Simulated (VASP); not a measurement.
A VASP calculation is set up with these files.

File POSCAR:
```
Al2Au
1
    0.0000000000     3.0149450000     3.0149450000
    3.0149450000     0.0000000000     3.0149450000
    3.0149450000     3.0149450000     0.0000000000
Al Au
2 1
Direct
  0.2447450000   0.2529980000   0.2573090000
  0.7530500000   0.7499640000   0.7472370000
  0.0022050000  -0.0029620000  -0.0045470000
```

**INCAR**
```
SYSTEM = Al2Au
PREC = Accurate
ENCUT = 300
EDIFF = 1E-03
NELM = 100
ALGO = Normal
LREAL = .FALSE.
LASPH = .TRUE.
ISMEAR = 0
SIGMA = 0.136
GGA = PE
LMAXMIX = 6
LWAVE = .FALSE.
LCHARG = .FALSE.
ISIF = 2
IBRION = 2
NSW = 50
EDIFFG = -0.03
```

KPOINTS:
```
Regular mesh
0
Gamma
10 10 10
```

POTCAR, in this order: Al Au (PBE.64 set). Program: vasp_std.

Q: Write an equivalent input for Ansatz.

A: One equivalent input (not run):
Ansatz 0.2 input:
```yaml
crystal:
  lattice:
    - [0.0000000, 3.0149450, 3.0149450]
    - [3.0149450, 0.0000000, 3.0149450]
    - [3.0149450, 3.0149450, 0.0000000]
  atoms:
    - { symbol: Al, position: [0.2447450, 0.2529980, 0.2573090] }
    - { symbol: Al, position: [0.7530500, 0.7499640, 0.7472370] }
    - { symbol: Au, position: [0.0022050, -0.0029620, -0.0045470] }
kpoints:
  mp_grid: { grid: [10, 10, 10] }
hamiltonian:
  xc: pbe
  pseudopotentials: { kind: paw }
scf:
  occupations: { method: gaussian, width: 0.136 }
  max_iter: 100
relax:
  max_steps: 50
  f_tol: 0.03
output: { forces: true, stress: true, eigenvalues: true }
```
What does not carry over: each code has its own PAW files, so the cut-off isn't converted (ENCUT is set for VASP's; basis.ecutwfc is left out, and Ansatz then takes the one that its files recommend); Ansatz stops its SCF on the density residual and VASP on the energy change (EDIFF).

The structure comes from a computed database's Al2Au entry; how it stands against other phases isn't given here. In the starting cell atoms are displaced from their ideal sites. This run relaxes the ions in a fixed cell. The run is one of a series of settings (EDIFF = 1E-03, EDIFFG = -0.03, IBRION = 2, NSW = 50 against the base run), some of them coarse on purpose.
